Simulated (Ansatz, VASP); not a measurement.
# Cross-check of Ta (Ta(100)) between VASP and Ansatz, part 2 of 2

Wanted: the spread between two codes on one cell, functional and k mesh. The structure shown is the end of the VASP relaxation below.

VASP 6.6.1 and Ansatz 0.2.0.

So far: The starting structure; VASP: relaxation, PBE.

## 3. Ansatz: single point, PBE

Level of this step: Ansatz beside VASP: Kohn-Sham DFT, plane waves, PBE (Ansatz).

Ansatz runs on its default PAW (the set named soft_2) files.

The same cell, functional, mesh and smearing now go to Ansatz, which takes its cutoff from its data sets.

The input, input.yaml:

```yaml
crystal:
  lattice:
    - [6.62, 0.0, 0.0]
    - [0.0, 6.62, 0.0]
    - [0.0, 0.0, 19.965]
  atoms:
    - { symbol: Ta, position: [0.25, 0.25, 0.3756574] }
    - { symbol: Ta, position: [0.75, 0.25, 0.3756574] }
    - { symbol: Ta, position: [0.25, 0.75, 0.3756574] }
    - { symbol: Ta, position: [0.75, 0.75, 0.3756574] }
    - { symbol: Ta, position: [0.0, 0.0, 0.45855247] }
    - { symbol: Ta, position: [0.5, 0.0, 0.45855247] }
    - { symbol: Ta, position: [0.0, 0.5, 0.45855247] }
    - { symbol: Ta, position: [0.5, 0.5, 0.45855247] }
    - { symbol: Ta, position: [0.25, 0.25, 0.54093486] }
    - { symbol: Ta, position: [0.75, 0.25, 0.54093486] }
    - { symbol: Ta, position: [0.25, 0.75, 0.54093486] }
    - { symbol: Ta, position: [0.75, 0.75, 0.54093486] }
    - { symbol: Ta, position: [0.0, 0.0, 0.6148456] }
    - { symbol: Ta, position: [0.5, 0.0, 0.6148456] }
    - { symbol: Ta, position: [0.0, 0.5, 0.6148456] }
    - { symbol: Ta, position: [0.5, 0.5, 0.6148456] }
hamiltonian:
  xc: pbe
  pseudopotentials: { kind: paw }
kpoints:
  mp_grid: { grid: [4, 4, 1] }
scf:
  occupations: { method: methfessel_paxton, width: 0.15 }
  n_extra_bands: 8
efield:
  axis: 3
  dipole_correction: true
  ramp_width: 0.04
output:
  forces: true
  eigenvalues: true
```

Command:

```sh
> ansatz run input.yaml --threads 8 --pin off --max-ram 18432MiB --backend cpu --events-out ev --progress --plain --runs-dir out
```

Numbers of over 12 decimals in the logs are rounded to 6 here.

The program printed:

```text
scf.n_extra_bands = 8 over 104 filled bands (N_el = 208.0): the run solves 112 bands
Engine: ansatz 0.2.0, x86_64-unknown-linux-gnu
Pseudopotentials: kind: paw
Pseudopotential: Ta, paw, valence charge 13, recommended cutoff 420 eV (normal), Ta.paw.azcp
Functional definition: PBE
  parameter kappa = 0.804
  parameter beta = 0.066725
  exchange = pbe_x(kappa = kappa, mu = beta*pi^2/3)
  correlation = pbe_c(beta = beta)
Crystal: 16 atoms, lattice volume = 874.954 Å³
Basis set: ecut = 420 eV, 17075 PW (Γ), exchange–correlation on 90×90×270 points (8 copies of the dense FFT grid, shifted against one another)
Bands: 112, of which v1, the nominal top of the filled ones, is band 104 counted from 1 (103 counted from 0)
Symmetry: 32 space group operations
Space group: P4mm (ITA 99), of the structure as read, at distance tolerance 9.6e-5 Å
k-points: 6 of 16
Non-local potential: Ta, projectors of the file, l = 0: 3, l = 1: 2, l = 2: 2, l = 3: 1
PAW form: soft (Blöchl's): semilocal exchange-correlation on the pseudo side does not see the compensation charge
PAW one-centre angular grid: Ta, 590 points (default); XC on 64 Gauss nodes
Initial density: superposition of atomic densities (neutral atoms: chi_scale 0, normalization atom), corrected by the library's trained network
Initial wavefunctions: pseudopotential atomic-orbital guess
Functional: x = pbe(κ = 0.804, μ = 0.219515), c = pbe(β = 0.066725)
SCF iter   1: F=—  HF=-158900.966368 eV  |F-HF|=—  |Δ(HF+E_count)|=         —  Δρ=7.65e-3  dr2=3.07e0  ethr=1.77e-3  p=0.000 e·Å  D=9.46e-5 V/Å  ΔV_dip=-0.00 eV  dr2_dipole=2.34e-1  V_vac-E_F(+/−)=3.90/3.90 eV  ⟨swp⟩=8.8  Hψ=3303  notcnv=0
efield: sawtooth ramp at fractional position 0.9753 (placed from the atoms, in the widest stretch of the axis that holds none; the zero of the levels goes with the place), width 0.0400; the density the first Hamiltonian is built on has a dipole p = 0.000 e·Å; the dipole correction subtracts the counter field D = 9.46e-5 V/Å, which shifts the + side's vacuum level by -0.00 eV against the − side's; the planar-averaged density in the ramp window peaks in size at 1.1e-4 e/Å³
preconditioner: auto → LDOS  [metal: Δε(μ)=0.042 eV  Ē_g=2.682 eV  σ=0.150 eV  W_gap=0.23  n_scr=160 (ndim 8)  ℏωp=11.2 eV  f_vac=0.554  D(μ)=17.08/eV (n_scr^D=90)  β→1.0]
SCF iter   2: F=—  HF=-158900.899931 eV  |F-HF|=—  |Δ(HF+E_count)|=   6.64e-2  S|Δr|=    0.00e0  Δρ=5.08e-3  dr2=1.57e0  ethr=1.48e-3  p=0.034 e·Å  D=6.99e-3 V/Å  ΔV_dip=-0.14 eV  dr2_dipole=2.62e-4  V_vac-E_F(+/−)=3.77/3.91 eV  ⟨swp⟩=2.7  Hψ=1117  notcnv=0
SCF iter   3: F=—  HF=-158900.775046 eV  |F-HF|=—  |Δ(HF+E_count)|=   1.25e-1  S|Δr|=    0.00e0  Δρ=1.06e-3  dr2=5.08e-2  ethr=7.53e-4  p=0.041 e·Å  D=8.45e-3 V/Å  ΔV_dip=-0.17 eV  dr2_dipole=3.34e-3  V_vac-E_F(+/−)=3.79/3.96 eV  ⟨swp⟩=2.0  Hψ=914  notcnv=0
SCF iter   4: F=—  HF=-158900.776173 eV  |F-HF|=—  |Δ(HF+E_count)|=   1.13e-3  S|Δr|=    0.00e0  Δρ=2.84e-4  dr2=9.31e-4  ethr=2.44e-5  p=0.047 e·Å  D=9.73e-3 V/Å  ΔV_dip=-0.19 eV  dr2_dipole=4.50e-5  V_vac-E_F(+/−)=3.77/3.97 eV  ⟨swp⟩=2.0  Hψ=903  notcnv=0
SCF iter   5: F=—  HF=-158900.776317 eV  |F-HF|=—  |Δ(HF+E_count)|=   1.44e-4  S|Δr|=    0.00e0  Δρ=9.82e-5  dr2=1.13e-4  ethr=4.48e-7  p=0.050 e·Å  D=1.04e-2 V/Å  ΔV_dip=-0.21 eV  dr2_dipole=7.06e-7  V_vac-E_F(+/−)=3.77/3.98 eV  ⟨swp⟩=3.2  Hψ=1363  notcnv=0
SCF iter   6: F=—  HF=-158900.776311 eV  |F-HF|=—  |Δ(HF+E_count)|=   6.13e-6  S|Δr|=    0.00e0  Δρ=2.56e-5  dr2=2.46e-5  ethr=5.45e-8  p=0.051 e·Å  D=1.05e-2 V/Å  ΔV_dip=-0.21 eV  dr2_dipole=4.16e-6  V_vac-E_F(+/−)=3.77/3.98 eV  ⟨swp⟩=2.3  Hψ=1085  notcnv=0
SCF iter   7: F=—  HF=-158900.776239 eV  |F-HF|=—  |Δ(HF+E_count)|=   7.16e-5  S|Δr|=    0.00e0  Δρ=1.25e-5  dr2=2.56e-6  ethr=1.18e-8  p=0.051 e·Å  D=1.06e-2 V/Å  ΔV_dip=-0.21 eV  dr2_dipole=2.18e-8  V_vac-E_F(+/−)=3.77/3.98 eV  ⟨swp⟩=2.2  Hψ=956  notcnv=0
SCF iter   8: F=—  HF=-158900.776239 eV  |F-HF|=—  |Δ(HF+E_count)|=   4.05e-8  S|Δr|=    0.00e0  Δρ=3.29e-6  dr2=4.32e-7  ethr=1.23e-9  p=0.051 e·Å  D=1.06e-2 V/Å  ΔV_dip=-0.21 eV  dr2_dipole=2.96e-9  V_vac-E_F(+/−)=3.77/3.98 eV  ⟨swp⟩=2.7  Hψ=1282  notcnv=0
SCF iter   9: F=-158900.776239 eV  HF=-158900.776239 eV  |F-HF|=6.59e-8  |Δ(HF+E_count)|=   9.55e-9  S|Δr|=    0.00e0  Δρ=1.31e-6  dr2=6.99e-8  ethr=4.81e-11  p=0.051 e·Å  D=1.06e-2 V/Å  ΔV_dip=-0.21 eV  dr2_dipole=2.34e-8  V_vac-E_F(+/−)=3.77/3.98 eV  ⟨swp⟩=7.7  Hψ=3098  notcnv=0
SCF 1 converged in 9 iterations: F = -158900.776239 eV  dr2 = 6.99e-8
  greatest PAW one-centre occupation: 1.000 electrons in one spin orbital (limit 2), on the Ta atom at site 11 (counted from 0), in its partial waves of l = 0
SCF converged after 9 iterations
Stability not checked: this state was not tested for a lower state beside it, because cold or Methfessel-Paxton smearing, or corrected tetrahedra, fill the levels in a way that the test cannot read (fill_not_monotonic; see scf.lower_state_search)
Free energy (F): -158900.776239 eV
Harris-Foulkes:  -158900.776239 eV  (|F-HF|=6.59e-8)
Internal energy: -158900.791474 eV  (E = F + TS)
E sigma→0 (E₀):  -158900.780048 eV
Entropy (-TS):   0.015235 eV (0.952 meV/atom)
Fermi energy:    3.879281 eV
Dipole field:    D = 0.010467 V/Å  (p = 0.050612 e·Å, saw-weighted, corrected)
Work function:   Φ+ = 3.7732 eV   Φ− = 3.9821 eV
Levels:          The Fermi level and band energies are counted from a zero that moves with the ramp; work functions are not
--- Per-component energies (eV) ---
  E_band       = -4841.048008
  E_kinetic    = 5816.591499
  E_local      = -147339.226895  (includes V_loc(G=0)·N_el)
  E_nonlocal   = 234.536743
  E_hartree    = 70740.444008
  E_xc         = -3472.728068
  E_vxc        = -3234.257935  (∫ρ·V_xc dr)
  E_paw        = -134341.122528  (= ΣΔE_a)
  E_vpaw       = -1799.547910  (= ΣTr[D̂ρ^β])
  E_aug_tail   = 0.002350  (compensation charges beyond the density's cutoff)
  E_efield     = 0.000265  (sawtooth field / dipole correction)
  E_vefield    = -0.097101  (∫n·V_field dr)
  E_ewald      = 49460.711153
  E_smearing   = 0.015235  (= −TS)
  E_closure    = -0.000000  (closes the sum)
  Σ components = -158900.776239   (vs F -158900.776239, Δ=0.00e0)
--- Forces (eV/Å), atoms counted from 1 ---
  atom   1  Ta     0.00000000    -0.00000000     0.66890502
  atom   2  Ta     0.00000000    -0.00000000     0.66890502
  atom   3  Ta     0.00000000    -0.00000000     0.66890502
  atom   4  Ta     0.00000000    -0.00000000     0.66890502
  atom   5  Ta    -0.00000000    -0.00000000    -0.82948673
  atom   6  Ta    -0.00000000    -0.00000000    -0.82948673
  atom   7  Ta    -0.00000000    -0.00000000    -0.82948673
  atom   8  Ta    -0.00000000    -0.00000000    -0.82948673
  atom   9  Ta    -0.00000000     0.00000000    -0.06510156
  atom  10  Ta    -0.00000000     0.00000000    -0.06510156
  atom  11  Ta    -0.00000000     0.00000000    -0.06510156
  atom  12  Ta    -0.00000000     0.00000000    -0.06510156
  atom  13  Ta     0.00000000    -0.00000000     0.22572385
  atom  14  Ta     0.00000000    -0.00000000     0.22572385
  atom  15  Ta     0.00000000    -0.00000000     0.22572385
  atom  16  Ta     0.00000000    -0.00000000     0.22572385
  max |Σ_I F_I| component: 1.62e-4 eV/Å
--- Band table (eV; the first three rows and the last of 6) ---
  k-point 0: bands = [... 100 lower, 3.7406, 3.8325, 3.8690, 3.9503, 3.9503, 4.0119, 4.0119, 4.1954, ... 4 higher]
  k-point 1: bands = [... 100 lower, 3.6233, 3.6985, 3.8498, 3.8806, 3.9266, 4.0177, 4.1841, 4.2815, ... 4 higher]
  k-point 2: bands = [... 100 lower, 3.4760, 3.4760, 3.4989, 3.4989, 4.0296, 4.0296, 4.1490, 4.1490, ... 4 higher]
  k-point 5: bands = [... 100 lower, 3.0013, 3.0013, 3.0013, 3.0013, 3.7114, 3.7114, 3.7114, 3.7114, ... 4 higher]
```

Elapsed: 4.7 s, on 8 threads of Intel Xeon 6975P-C (Granite Rapids), shared host; peak memory 2.5 GiB; 33 s of CPU time.

## 4. Comparison

Known differences besides the potentials themselves: the data sets hold 208 valence electrons in Ansatz (default PAW (the set named soft_2) files) and 80 in VASP; the cutoff is 420 eV in Ansatz and 440 eV in VASP (PREC = Normal, projectors in real space). Total energies have different zeros and are not compared.

Forces on 10 of the 16 atoms, those with the largest forces and the largest differences (eV/Å; atoms numbered as in POSCAR):

```
atom        Ansatz x, y, z          VASP x, y, z
 Ta1   0.000, 0.000, 0.669   0.000, 0.000, 0.860
 Ta2   0.000, 0.000, 0.669   0.000, 0.000, 0.860
 Ta3   0.000, 0.000, 0.669   0.000, 0.000, 0.860
 Ta5  0.000, 0.000, -0.829  0.000, 0.000, -0.868
 Ta6  0.000, 0.000, -0.829  0.000, 0.000, -0.868
 Ta7  0.000, 0.000, -0.829  0.000, 0.000, -0.868
 Ta8  0.000, 0.000, -0.829  0.000, 0.000, -0.868
Ta13   0.000, 0.000, 0.226  0.000, 0.000, -0.020
Ta14   0.000, 0.000, 0.226  0.000, 0.000, -0.020
Ta15   0.000, 0.000, 0.226  0.000, 0.000, -0.020
```

The forces differ by 94 meV/Å r.m.s., which is 26.8 % of the r.m.s. force of 0.35 eV/Å (both taken over all components, held atoms included).

## 5. Further runs

Further runs change the set-up of one program: Ansatz's method, potentials or start, or VASP's data sets, cutoff or form of LDA. The table gives Ansatz less VASP for each quantity, since a change that brings one quantity closer may part another.

```
                                    run  r.m.s. force difference (meV/Å)
                               as above                               94
Ansatz's larger PAW set (cutoff 640 eV)                               98
```

## 6. What came out

```yaml
r_m_s_force_difference_single_point_pbe: 27 % of the r.m.s. force
```

What this shows: The r.m.s. force difference is 27 % of the r.m.s. force (single point, PBE), beyond the 3 % picked in this series as the mark of a large difference. For single point, PBE, no further run moves any of the tabulated differences by more than a quarter of its size. 1 further run of this series is not shown here. Such differences can come from data sets, numerical settings and the points named under the comparisons, not from the functional's error against experiment.

[Lines on the potential files, build, host, timing and source positions are cut from VASP's logs without a mark.]

[Logs are printed without paths, hosts, clocks, repeated set-up lines and the standing remarks that a program may print on its own settings, such as how far it seeks lower states.]

[Hosts, paths, dates, database ids (printed as entryN), source tags and the programs' standing remarks are cut or masked in the printed files.]
